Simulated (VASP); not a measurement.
The system is NiMoIrPdW.

```
Ni Mo Pd Ir W
1.0
     4.49145    0.00000    0.00000
    -2.24572    3.88971    0.00000
     0.00000    0.00000    5.03731
Ni Mo Pd Ir W
1 1 1 1 1
Direct
  0.66667 0.33333 0.00000
  0.00000 0.00000 0.00000
  0.66667 0.33333 0.50000
  0.33333 0.66667 0.00000
  0.00000 0.00000 0.50000
```

The cell was built by a generator and needn't be a form met in nature.

* Program: VASP 6.6.1
* Task: relaxation of cell and atoms
* Functional: PBE
* Potentials or basis: VASP PAW PBE potentials, release 64 (Ni, Mo_sv, Pd, Ir, W_sv)
* Cutoff: 520 eV
* k mesh: 5 × 5 × 4
* Occupations: gaussian, width 0.15 eV
* Spin: collinear spin, ferromagnetic start
* Starting moments: [1.0, 1.0, 0.0, 0.6, 0.0] μB

At the start: pressure -3.9 GPa; volume 17.60 Å³/atom.

Question: Where does the relaxation end?

Answer: Over 10 steps the energy falls by 7.6 meV/atom and the volume is 17.14 Å³/atom (-2.6 %); space group P-6m2 (No. 187, to 0.05 Å); moment 0.45 μB per cell.

The path:
```
step  energy change (eV)  largest force (eV/Å)  pressure (GPa)  volume (Å³)
   1              0.0000                0.0000           -3.91        88.00
   2              0.0278                0.0000            8.65        82.64
   3             -0.0347                0.0000            0.71        85.41
   4             -0.0352                0.0000            1.14        85.68
   5             -0.0263                0.0000           -1.82        86.84
   6             -0.0342                0.0000           -1.78        86.06
   7             -0.0350                0.0000           -0.29        85.81
   8             -0.0351                0.0000            0.09        85.77
   9             -0.0372                0.0000           -0.94        85.67
  10             -0.0378                0.0000            0.12        85.71
```

Final structure:
```cif
data_structure
_symmetry_space_group_name_H-M 'P 1'
_symmetry_Int_Tables_number 1
_cell_length_a 4.4679
_cell_length_b 4.4679
_cell_length_c 4.9577
_cell_angle_alpha 90.000
_cell_angle_beta 90.000
_cell_angle_gamma 120.000
_cell_volume 85.71
loop_
_atom_site_label
_atom_site_type_symbol
_atom_site_fract_x
_atom_site_fract_y
_atom_site_fract_z
_atom_site_occupancy
Ni1 Ni 0.66667 0.33333 0.00000 1
Mo1 Mo 0.00000 0.00000 0.00000 1
Pd1 Pd 0.66667 0.33333 0.50000 1
Ir1 Ir 0.33333 0.66667 0.00000 1
W1 W 0.00000 0.00000 0.50000 1
```
